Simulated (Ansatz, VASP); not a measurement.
**MgCdO: VASP beside Ansatz**

```xyz
3
Lattice="3.7516 0.0000 0.0000 0.0000 3.7516 0.0000 0.0000 0.0000 3.7714" Properties=species:S:1:pos:R:3 pbc="T T T"
Mg    0.0000    0.0000    1.8857
Cd    1.8758    1.8758    0.0000
O     0.0000    0.0000    0.0000
```

Alike in both runs: task single point; functional PBE; k mesh 4 × 4 × 4; occupations gaussian, width 0.1 eV; collinear spin.

```csv
,VASP,Ansatz
version,VASP 6.6.1,Ansatz 0.2.0
potentials or method,"VASP PAW PBE potentials, release 64 (Mg, Cd, O)","scalar-relativistic, plane waves, PAW"
plane-wave cutoff (eV),520,420
valence electrons in the cell,20,36
```

|  | VASP | Ansatz | Ansatz less VASP |
| --- | --- | --- | --- |
| gap on the k mesh at the Fermi level (eV) | none | none | - |
| pressure (GPa) | -0.4 | -0.4 | -0.01 |
| largest component of the traceless stress (GPa) | 0.16 | 0.05 | -0.101 |
| net moment per atom (μB) | 0.00 | 0.00 | 0.000 |

A gap of «none» marks a metal or a gap that the smearing closes. The two sets of potentials don't hold the same shells in valence. Ansatz warned: «filled_band_counts_differ_across_k_points».

Caveats: the k mesh is coarse (spacing up to 0.42 Å⁻¹), so the values aren't converged.
